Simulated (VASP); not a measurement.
Method: PBE GGA, VASP's PBE PAW potentials (set 64) (plane waves; VASP).

VASP ran on this input.

File POSCAR:
```
TiO2
1
    4.6573116404     0.0000000000     0.0000000000
    0.0000000000     4.6573116404     0.0000000000
    0.0000000000     0.0000000000     2.9694901707
Ti O
2 4
Direct
  0.0000000000   0.0000000000   0.0000000000
  0.5000000000   0.5000000000   0.5000000000
  0.3050000000   0.3050000000   0.0000000000
  0.8050000000   0.1950000000   0.5000000000
  0.1950000000   0.8050000000   0.5000000000
  0.6950000000   0.6950000000   0.0000000000
```

File KPOINTS:
```
Automatic mesh
0
Gamma
8 8 12
0 0 0
```

INCAR:
```
NELM=100
EDIFFG=-0.03   ! ionic stop
LMAXMIX=4
SYSTEM=TiO2
NSW=20
IBRION=2   ! conjugate gradients
GGA=PE   ! PBE
ALGO=Fast   ! Davidson, then RMM-DIIS
LWAVE=.FALSE.
LASPH=.TRUE.
NELMIN=4
LREAL=.FALSE.   ! projection in real space or not
PREC=Normal
LCHARG=.FALSE.
ENCUT=400   ! plane-wave cut-off (eV)
EDIFF=1E-5
ISIF=2
SIGMA=0.05   ! width (eV)
ISMEAR=0
```

POTCAR, in this order: Ti O (PBE.64 set). Program: vasp_std.

The resulting files:

OUTCAR:
```
 ion  position               nearest neighbor table
   1  0.000  0.000  0.000-   4 1.96   5 1.96   4 1.96   5 1.96   3 2.01   6 2.01
   2  0.500  0.500  0.500-   3 1.96   6 1.96   3 1.96   6 1.96   5 2.01   4 2.01
   3  0.305  0.305  0.000-   2 1.96   2 1.96   1 2.01
   4  0.805  0.195  0.500-   1 1.96   1 1.96   2 2.01
   5  0.195  0.805  0.500-   1 1.96   1 1.96   2 2.01
   6  0.695  0.695  0.000-   2 1.96   2 1.96   1 2.01
  LATTYP: Found a simple tetragonal cell.
 ALAT       =     4.6573116404
 C/A-ratio  =     0.6375974811
 Subroutine PRICEL returns:
 Original cell was already a primitive cell.
 Subroutine GETGRP returns: Found 16 space group operations
The static configuration has the point symmetry D_2h.
 The point group associated with its full space group is D_4h.
The dynamic configuration has the point symmetry D_2h.
 Subroutine INISYM returns: Found 16 space group operations
 Subroutine IBZKPT returns following result:
 Found    105 irreducible k-points:

 Following reciprocal coordinates:
            Coordinates               Weight
  0.000000  0.000000  0.000000      1.000000
  0.125000  0.000000  0.000000      4.000000
  0.250000  0.000000  0.000000      4.000000
...
```

**OSZICAR**
```
       N       E                     dE             d eps       ncg     rms          rms(c)
DAV:   1     0.341482216673E+03    0.34148E+03   -0.12512E+04  4248   0.129E+03
DAV:   2    -0.136007113652E+02   -0.35508E+03   -0.34452E+03  5732   0.344E+02
DAV:   3    -0.689086070599E+02   -0.55308E+02   -0.54613E+02  5320   0.169E+02
DAV:   4    -0.709330208107E+02   -0.20244E+01   -0.20214E+01  5236   0.374E+01
DAV:   5    -0.709987464045E+02   -0.65726E-01   -0.65712E-01  5292   0.623E+00    0.425E+01
RMM:   6    -0.525251300645E+02    0.18474E+02   -0.97519E+01  4398   0.681E+01    0.654E+00
RMM:   7    -0.528949187502E+02   -0.36979E+00   -0.11510E+01  4209   0.336E+01    0.125E+01
RMM:   8    -0.536183154543E+02   -0.72340E+00   -0.32394E+00  4236   0.111E+01    0.192E+01
RMM:   9    -0.538104900984E+02   -0.19217E+00   -0.94455E+00  5360   0.222E+01    0.775E+00
RMM:  10    -0.534403366874E+02    0.37015E+00   -0.28395E-01  4263   0.430E+00    0.621E+00
RMM:  11    -0.530140516151E+02    0.42629E+00   -0.10226E+00  4886   0.600E+00    0.308E+00
RMM:  12    -0.529209160963E+02    0.93136E-01   -0.41347E-01  4435   0.412E+00    0.139E+00
RMM:  13    -0.529132023768E+02    0.77137E-02   -0.12553E-01  4970   0.201E+00    0.772E-01
RMM:  14    -0.529064715695E+02    0.67308E-02   -0.28876E-02  4438   0.121E+00    0.229E-01
RMM:  15    -0.529065635566E+02   -0.91987E-04   -0.13873E-02  4486   0.568E-01    0.109E-01
RMM:  16    -0.529065886400E+02   -0.25083E-04   -0.90923E-04  4244   0.254E-01    0.164E-01
RMM:  17    -0.529065037727E+02    0.84867E-04   -0.98026E-04  4288   0.234E-01    0.425E-02
RMM:  18    -0.529065263470E+02   -0.22574E-04   -0.33938E-04  4052   0.905E-02    0.334E-02
RMM:  19    -0.529065133541E+02    0.12993E-04   -0.42188E-05  3258   0.433E-02    0.181E-02
RMM:  20    -0.529065093337E+02    0.40204E-05   -0.95783E-06  2521   0.242E-02
   1 F= -.52906509E+02 E0= -.52906509E+02  d E =-.529065E+02
       N       E                     dE             d eps       ncg     rms          rms(c)
DAV:   1    -0.529064280208E+02    0.85333E-04   -0.18136E-01  4888   0.353E+00    0.113E-01
RMM:   2    -0.529068050967E+02   -0.37708E-03   -0.43087E-03  4251   0.597E-01    0.106E-01
RMM:   3    -0.529068466207E+02   -0.41524E-04   -0.58346E-04  4387   0.225E-01    0.464E-02
RMM:   4    -0.529068380171E+02    0.86036E-05   -0.13464E-04  4179   0.108E-01    0.334E-02
RMM:   5    -0.529068360888E+02    0.19283E-05   -0.35850E-05  3033   0.593E-02
   2 F= -.52906836E+02 E0= -.52906836E+02  d E =-.326755E-03
```

File OUTCAR:
```
------------------------ aborting loop because EDIFF is reached ----------------------------------------
  FORCE on cell =-STRESS in cart. coord.  units (eV):
  Direction    XX          YY          ZZ          XY          YZ          ZX
  --------------------------------------------------------------------------------------
  Total       -2.2486488     -2.2486488     -2.3072860      0.0000000      0.0000000      0.0000000
  in kB      -55.9344954    -55.9344954    -57.3930783      0.0000000      0.0000000      0.0000000
  external PRESSURE =     -56.4206897 kB  Pullay stress =       0.0000000 kB
  volume of cell :       64.41
      direct lattice vectors                 reciprocal lattice vectors
     4.657311640  0.000000000  0.000000000     0.214716145  0.000000000  0.000000000
     0.000000000  4.657311640  0.000000000     0.000000000  0.214716145  0.000000000
     0.000000000  0.000000000  2.969490171     0.000000000  0.000000000  0.336758145
 POSITION                                       TOTAL-FORCE (eV/Angst)
 -----------------------------------------------------------------------------------
      4.65731      0.00000      0.00000        -0.000000      0.000000      0.000000
      2.32866      2.32866      1.48475        -0.000000      0.000000      0.000000
      1.41848      1.41848      0.00000        -0.003942     -0.003942     -0.000000
      3.74713      0.91018      1.48475        -0.003942      0.003942      0.000000
      0.91018      3.74713      1.48475         0.003942     -0.003942      0.000000
      3.23883      3.23883      0.00000         0.003942      0.003942      0.000000
 -----------------------------------------------------------------------------------
    total drift:                                0.000000     -0.000000      0.000000
  FREE ENERGIE OF THE ION-ELECTRON SYSTEM (eV)
  ---------------------------------------------------
  free  energy   TOTEN  =       -52.9068360888 eV

  energy  without entropy=      -52.9068360888  energy(sigma->0) =      -52.90683609

 reached required accuracy - stopping structural energy minimisation
```
(Selected blocks of OUTCAR.)

### CONTCAR
```
TiO2
   1.00000000000000
     4.6573116403999997    0.0000000000000000    0.0000000000000000
     0.0000000000000000    4.6573116403999997    0.0000000000000000
     0.0000000000000000    0.0000000000000000    2.9694901706999999
  Ti              O
     2     4
Direct
     1.0000000000000000    0.0000000000000000    0.0000000000000000
     0.5000000000000000    0.5000000000000000    0.5000000000000000
     0.3045702190510173    0.3045702190510173    0.0000000000000000
     0.8045702190510173    0.1954297809489827    0.5000000000000000
     0.1954297809489827    0.8045702190510173    0.5000000000000000
     0.6954297809489827    0.6954297809489827    0.0000000000000000
```

At this cut-off the stress carries a Pulay error, which pulls relaxed volumes low.

The compound is TiO2 in the rutile structure. This run relaxes the ions in a fixed cell. Symmetry was kept, so distortions that lower it aren't found.
